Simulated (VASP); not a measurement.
All values below come from PBE GGA with D3 dispersion (Becke-Johnson damping), VASP's PBE PAW potentials (set 64) (plane waves; VASP).

A VASP calculation is set up with these files.

### KPOINTS
```
kpoints
0
G
 15 15 5
0 0 0
```

**POSCAR**
```
C
1
    2.4600000000     0.0000000000     0.0000000000
   -1.2300000000     2.1304220000     0.0000000000
    0.0000000000     0.0000000000     6.7100000000
C
4
Direct
  0.0000000000   0.0000000000   0.7500000000
  0.0000000000   0.0000000000   0.2500000000
  0.6666670000   0.3333330000   0.7500000000
  0.3333330000   0.6666670000   0.2500000000
```

### INCAR
```
SYSTEM = C
PREC = Accurate; ENCUT = 580; LREAL = F
LASPH = T
EDIFF = 1E-6; NELM = 100; ALGO = Normal
ISMEAR = 1; SIGMA = 0.1
GGA = PE; IVDW = 12
IBRION = 2; NSW = 60; ISIF = 3
EDIFFG = -0.01
LWAVE = F; LCHARG = F
```

POTCAR, in this order: C (PBE.64 set). Program: vasp_std.

Output

### OSZICAR
```
       N       E                     dE             d eps       ncg     rms          rms(c)
DAV:   1     0.514480631279E+02    0.51448E+02   -0.88462E+03  1952   0.134E+03
DAV:   2    -0.353518870226E+02   -0.86800E+02   -0.79599E+02  2688   0.241E+02
DAV:   3    -0.392038406615E+02   -0.38520E+01   -0.38224E+01  2472   0.512E+01
DAV:   4    -0.392514333153E+02   -0.47593E-01   -0.47534E-01  2376   0.666E+00
DAV:   5    -0.392525223126E+02   -0.10890E-02   -0.10887E-02  2388   0.967E-01    0.897E+00
DAV:   6    -0.374200476764E+02    0.18325E+01   -0.18063E+00  2252   0.938E+00    0.525E+00
DAV:   7    -0.368381748315E+02    0.58187E+00   -0.19914E+00  2308   0.996E+00    0.141E+00
DAV:   8    -0.368456637568E+02   -0.74889E-02   -0.60508E-02  2204   0.168E+00    0.102E-01
DAV:   9    -0.368456145436E+02    0.49213E-04   -0.12010E-03  2456   0.289E-01    0.569E-02
DAV:  10    -0.368458111721E+02   -0.19663E-03   -0.25070E-04  2376   0.138E-01    0.283E-02
DAV:  11    -0.368458101433E+02    0.10288E-05   -0.27206E-06  2152   0.148E-02    0.255E-03
DAV:  12    -0.368458104334E+02   -0.29005E-06   -0.75877E-07  1692   0.777E-03
   1 F= -.37471456E+02 E0= -.37471303E+02  d E =-.374715E+02
       N       E                     dE             d eps       ncg     rms          rms(c)
DAV:   1    -0.368424309666E+02    0.33792E-02   -0.27245E-01  2124   0.539E+00    0.364E-01
DAV:   2    -0.368408105814E+02    0.16204E-02   -0.39097E-03  2472   0.556E-01    0.243E-01
DAV:   3    -0.368397249830E+02    0.10856E-02   -0.12962E-03  2344   0.293E-01    0.330E-02
DAV:   4    -0.368397274904E+02   -0.25074E-05   -0.44604E-05  2388   0.497E-02    0.170E-02
DAV:   5    -0.368397293027E+02   -0.18123E-05   -0.72930E-06  2308   0.224E-02    0.574E-03
DAV:   6    -0.368397292419E+02    0.60756E-07   -0.51717E-07  1628   0.604E-03
   2 F= -.37463805E+02 E0= -.37463652E+02  d E =0.765068E-02
       N       E                     dE             d eps       ncg     rms          rms(c)
DAV:   1    -0.368488810870E+02   -0.91518E-02   -0.13919E-01  2144   0.387E+00    0.258E-01
DAV:   2    -0.368480792288E+02    0.80186E-03   -0.20728E-03  2468   0.399E-01    0.173E-01
DAV:   3    -0.368475526313E+02    0.52660E-03   -0.67220E-04  2348   0.211E-01    0.233E-02
DAV:   4    -0.368475522050E+02    0.42630E-06   -0.23316E-05  2420   0.357E-02    0.121E-02
DAV:   5    -0.368475540511E+02   -0.18460E-05   -0.34413E-06  2284   0.153E-02    0.302E-03
DAV:   6    -0.368475537876E+02    0.26343E-06   -0.24910E-07  1540   0.417E-03
   3 F= -.37472949E+02 E0= -.37472796E+02  d E =-.149315E-02
```

OUTCAR:
```
------------------------ aborting loop because EDIFF is reached ----------------------------------------
 Edisp (eV)   -0.62540
  FORCE on cell =-STRESS in cart. coord.  units (eV):
  Direction    XX          YY          ZZ          XY          YZ          ZX
  --------------------------------------------------------------------------------------
  Total      -0.00311    -0.00311    -0.02563    -0.00000     0.00000     0.00000
  in kB      -0.14126    -0.14126    -1.16244    -0.00000     0.00000     0.00000
  external pressure =       -0.48 kB  Pullay stress =        0.00 kB
  volume of cell :       35.32
      direct lattice vectors                 reciprocal lattice vectors
     2.465627259  0.000000000  0.000000000     0.405576308  0.234159645  0.000000000
    -1.232813630  2.135295346 -0.000000000     0.000000000  0.468319290  0.000000000
     0.000000000 -0.000000000  6.709231171     0.000000000  0.000000000  0.149048374
 POSITION                                       TOTAL-FORCE (eV/Angst)
 -----------------------------------------------------------------------------------
      0.00000     -0.00000      5.03192         0.000000      0.000000      0.000000
      0.00000     -0.00000      1.67731        -0.000000      0.000000     -0.000000
      1.23281      0.71176      5.03192        -0.000000      0.000000      0.000000
     -0.00000      1.42353      1.67731         0.000000     -0.000000     -0.000000
 -----------------------------------------------------------------------------------
    total drift:                                0.000000      0.000000      0.000000
  FREE ENERGIE OF THE ION-ELECTRON SYSTEM (eV)
  ---------------------------------------------------
  free  energy   TOTEN  =       -37.4729491054 eV

  energy  without entropy=      -37.4724893230  energy(sigma->0) =      -37.47279584

 reached required accuracy - stopping structural energy minimisation
```
(Selected blocks of OUTCAR.)

CONTCAR:
```
C
   1.00000000000000
     2.4656272593806681    0.0000000000000000    0.0000000000000000
    -1.2328136296903340    2.1352953461919997   -0.0000000000000000
     0.0000000000000000   -0.0000000000000000    6.7092311707738430
  C
     4
Direct
     0.0000000000000000    0.0000000000000000    0.7500000000000000
     0.0000000000000000    0.0000000000000000    0.2500000000000000
     0.6666669999999968    0.3333330000000032    0.7500000000000000
     0.3333330000000032    0.6666669999999968    0.2500000000000000
```

### OUTCAR
```
 val. band max:        4.6632138292   @ k =   0.3333   0.3333   0.2000

 cond. band min:       4.6819461124   @ k =   0.3333   0.3333   0.4000


 Fermi energy:         4.6683852924

 k-point     1 :       0.0000    0.0000    0.0000
  band No.  band energies     occupation
      1     -14.9729      2.00000
      2     -14.6727      2.00000
      3      -3.8357      2.00000
      4      -1.8670      2.00000
      5       1.6548      2.00000
      6       1.6548      2.00000
      7       1.6732      2.00000
      8       1.6733      2.00000
      9       8.9646      0.00000
     10      12.9895      0.00000
     11      12.9909      0.00000
     12      13.0416      0.00000

 k-point     2 :       0.0667    0.0000    0.0000
  band No.  band energies     occupation
      1     -14.8669      2.00000
      2     -14.5686      2.00000
      3      -3.7069      2.00000
      4      -1.7467      2.00000
      5       1.2248      2.00000
      6       1.2538      2.00000
      7       1.4290      2.00000
      8       1.4546      2.00000
      9       9.0924      0.00000
     10      13.0311      0.00000
     11      13.1032      0.00000
     12      13.4501      0.00000

 k-point     3 :       0.1333   -0.0000    0.0000
  band No.  band energies     occupation
      1     -14.5494      2.00000
      2     -14.2569      2.00000
      3      -3.3222      2.00000
      4      -1.3882      2.00000
      5       0.0856      2.00000
      6       0.1367      2.00000
      7       0.8606      2.00000
      8       0.8970      2.00000
      9       9.4768      0.00000
     10      13.0166      0.00000
     11      13.1548      0.00000
     12      14.5885      0.00000

 k-point     4 :       0.2000    0.0000    0.0000
  band No.  band energies     occupation
      1     -14.0230      2.00000
      2     -13.7399      2.00000
      3      -2.6876      2.00000
      4      -1.4752      2.00000
      5      -1.3969      2.00000
      6      -0.8004      2.00000
...
```

The compound is C in the graphite structure. This run relaxes it. Symmetry was kept, so distortions that lower it aren't found.
